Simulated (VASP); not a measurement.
Computed with optB86b-vdW, VASP's PBE PAW potentials (set 64) (plane waves; VASP).

A VASP calculation is set up with these files.

POSCAR:
```
Dy
1
    1.8224297389    -3.1565407002     0.0000000000
    1.8224297389     3.1565407002     0.0000000000
    0.0000000000     0.0000000000     5.6306380766
Dy
2
Direct
  0.3333330000   0.6666670000   0.2500000000
  0.6666670000   0.3333330000   0.7500000000
```

### INCAR
```
LWAVE = .False.
LASPH = .True.
ISMEAR = 1   ! Methfessel-Paxton
EDIFFG = -0.01
ALGO = Normal
IBRION = 2   ! conjugate gradients
LCHARG = .False.
LMAXMIX = 6
AGGAC = 0.0
ENCUT = 520   ! plane-wave cut-off (eV)
SIGMA = 0.1   ! width (eV)
PARAM2 = 1.0
PREC = Accurate
ISIF = 4
LUSE_VDW = .True.
EDIFF = 1E-7   ! SCF stop (eV)
SYSTEM = Dy
NSW = 30   ! most ionic steps
PARAM1 = 0.1234
LREAL = .False.   ! projection in real space or not
GGA = MK
NELM = 100   ! most electronic steps
```

**KPOINTS**
```
kpoints
0
G
12 12 7
```

POTCAR, in this order: Dy_3 (PBE.64 set). Program: vasp_std.

The 4f electrons are frozen in the core of the lanthanide potential, so 4f levels, which can set the real gap, and their magnetism are missing.

Question: What does the run give for the energy per atom (σ→0), band gap (on the k-mesh)?

Answer: 
```
Property                                                     Value
------------------------  ----------------------------------------
energy per atom (σ→0)                               -2057 meV/atom
band gap (on the k-mesh)  none (metal, semimetal or under 0.01 eV)
```

OSZICAR:
```
...
DAV:   1    -0.411579926036E+01   -0.15450E-02   -0.71411E-02  1976   0.202E+00    0.174E-01
DAV:   2    -0.411488387642E+01    0.91538E-03   -0.15116E-03  2566   0.416E-01    0.110E-01
DAV:   3    -0.411445858611E+01    0.42529E-03   -0.48861E-04  2548   0.182E-01    0.615E-02
DAV:   4    -0.411446055685E+01   -0.19707E-05   -0.96326E-05  2851   0.744E-02    0.281E-02
DAV:   5    -0.411446069527E+01   -0.13843E-06   -0.20026E-06  2636   0.109E-02    0.956E-03
DAV:   6    -0.411446054437E+01    0.15091E-06   -0.40178E-07  2523   0.489E-03    0.168E-03
DAV:   7    -0.411446053055E+01    0.13814E-07   -0.41584E-08  1158   0.190E-03
   3 F= -.41144605E+01 E0= -.41138078E+01  d E =-.722801E-03
```

The compound is Dy in the hcp structure. This cell is one point of a volume scan, at 1.06 of the reference volume. Symmetry was kept, so distortions that lower it aren't found.
